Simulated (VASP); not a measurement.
SiGe (space group P6_3mc): the band gap from VASP (plane waves, PAW) at several levels of theory. Gaps are without spin-orbit coupling. Each level names its cell: its own relaxed one, PBE's, or the starting one. A gap is the smallest over the k-mesh and a band path; hybrids may have named points in place of the path, and GW has the mesh alone.  mBJ is a potential without an energy functional, so only the levels count.

```csv
level,band gap (eV)
PBEsol (own cell),0.34
r2SCAN (own cell),0.66
mBJ (TB09) (PBE cell),1.02
```

The cell of the PBEsol (own cell) run:

```cif
data_Ge2Si2
_chemical_formula_sum 'Si2 Ge2'
_space_group_name_H-M_alt 'P 1'
_space_group_IT_number 1
_cell_length_a 3.90031
_cell_length_b 3.90031
_cell_length_c 6.43186
_cell_angle_alpha 90.000
_cell_angle_beta 90.000
_cell_angle_gamma 120.000
loop_
_space_group_symop_operation_xyz
  'x, y, z'
loop_
_atom_site_label
_atom_site_type_symbol
_atom_site_fract_x
_atom_site_fract_y
_atom_site_fract_z
_atom_site_occupancy
Si1 Si 0.66667 0.33333 0.87460 1
Si2 Si 0.33333 0.66667 0.37460 1
Ge1 Ge 0.66667 0.33333 0.50040 1
Ge2 Ge 0.33333 0.66667 0.00040 1
```

Only levels that ran to the end are used. Left out are those held back, those with too coarse a band path, GW runs whose mesh misses a band edge, hybrids' fits of cells that aren't cubic and levels without matching references; a question may draw on a part of the rest.

The structure comes from a computed database's SiGe entry (P6_3mc); how it stands against other phases isn't given here.
